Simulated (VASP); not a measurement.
VASP ran on this input.

POSCAR:
```
CuZn
3.02170
  0.9738375749   0.0000000000   0.0000000000
  0.0000000000   1.0000000000   0.0000000000
  0.0000000000   0.0000000000   0.9475106728
Zn Cu
1 1
direct
  0.5000000000   0.5000000000   0.5000000000
  0.0282090000   0.0000000000   0.0000000000
```

INCAR:
```
ALGO = Normal
EDIFF = 1E-3
ENCUT = 400
GGA = PE
ISIF = 2
ISMEAR = 1
LASPH = .TRUE.
LCHARG = .FALSE.
LMAXMIX = 4
LREAL = .FALSE.
LWAVE = .FALSE.
NELM = 100
PREC = Accurate
SIGMA = 0.1
SYSTEM = CuZn
```

File KPOINTS:
```
Automatic
0
Gamma
 11 11 11
0 0 0
```

POTCAR, in this order: Zn Cu (PBE.64 set). Program: vasp_std.

Write an equivalent input for Quantum ESPRESSO's pw.x.

One equivalent input (not run):
```
&CONTROL
  calculation = 'scf'
  pseudo_dir = './pseudo'
  outdir = './out'
  tprnfor = .true.
  tstress = .true.
/
&SYSTEM
  ibrav = 0
  nat = 2
  ntyp = 2
  ecutwfc = 92
  occupations = 'smearing'
  smearing = 'methfessel-paxton'
  degauss = 0.00735
  input_dft = 'pbe'
/
&ELECTRONS
  conv_thr = 7.3e-05
  electron_maxstep = 100
/
ATOMIC_SPECIES
  Zn 65.380 Zn.upf
  Cu 63.546 Cu.upf
CELL_PARAMETERS angstrom
     2.9426450    0.0000000    0.0000000
     0.0000000    3.0217000    0.0000000
     0.0000000    0.0000000    2.8630930
ATOMIC_POSITIONS crystal
  Zn   0.5000000  0.5000000  0.5000000
  Cu   0.0282090  0.0000000  0.0000000
K_POINTS automatic
  11 11 11 0 0 0
```
Limits of the translation: the potentials are each code's own (VASP's PAW set, PseudoDojo norm-conserving files in pw.x), so ENCUT and ecutwfc are chosen apart and not converted; conv_thr bounds pw.x's estimated SCF error, while EDIFF bounds the energy change between steps.

The compound is CuZn in the CsCl type structure. The cell was not relaxed at this level, atoms are displaced from their ideal sites. The run is one of a series of settings (EDIFF = 1E-3 against the base run), some of them coarse on purpose.
